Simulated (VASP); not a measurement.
Here is the system:

```yaml
crystal:
  lattice:
    - [3.21080, -5.56127, 0.00000]
    - [3.21080, 5.56127, 0.00000]
    - [0.00000, 0.00000, 5.75183]
  atoms:
    - { symbol: Te, position: [0.00000, 0.17961, 0.66667] }
    - { symbol: Te, position: [0.82039, 0.82039, 0.00000] }
    - { symbol: Te, position: [0.17961, 0.00000, 0.33333] }
```

All values below come from RPBE GGA, VASP's PBE PAW potentials (set 64) (plane waves; VASP 6.6.1). Settings: 520 eV cut-off, Gaussian smearing of 0.050 eV, potentials Te.

Unless said otherwise, spin-orbit coupling is left out, though it shifts the bands of the heavy elements here.

Task: Give the energies of bands 4 to 12 at the high-symmetry points, in eV from the valence-band maximum.

Result: 
| band | Γ | M | K | A | L | H |
|---|---|---|---|---|---|---|
| 4 | -2.94 | -3.04 | -3.03 | -3.58 | -3.66 | -3.67 |
| 5 | -2.94 | -3.00 | -3.03 | -2.59 | -2.73 | -2.74 |
| 6 | -2.04 | -1.82 | -1.75 | -2.59 | -2.70 | -2.74 |
| 7 | -1.23 | -1.35 | -1.35 | -0.37 | -0.33 | -0.18 |
| 8 | -1.23 | -1.26 | -1.35 | -0.37 | -0.19 | -0.12 |
| 9 | -0.08 | -0.18 | -0.20 | -0.20 | -0.01 | -0.12 |
| 10 | 2.29 | 2.30 | 2.43 | 1.62 | 1.57 | 1.51 |
| 11 | 2.29 | 2.44 | 2.43 | 1.98 | 2.31 | 2.49 |
| 12 | 2.63 | 2.99 | 3.00 | 1.98 | 2.59 | 2.49 |

The gap is indirect, 1.51 eV, from the valence maximum at H-K at 0.33 to the conduction minimum at H.

The compound is Te in the trig structure. It was relaxed first, which changed the volume by +101 %.
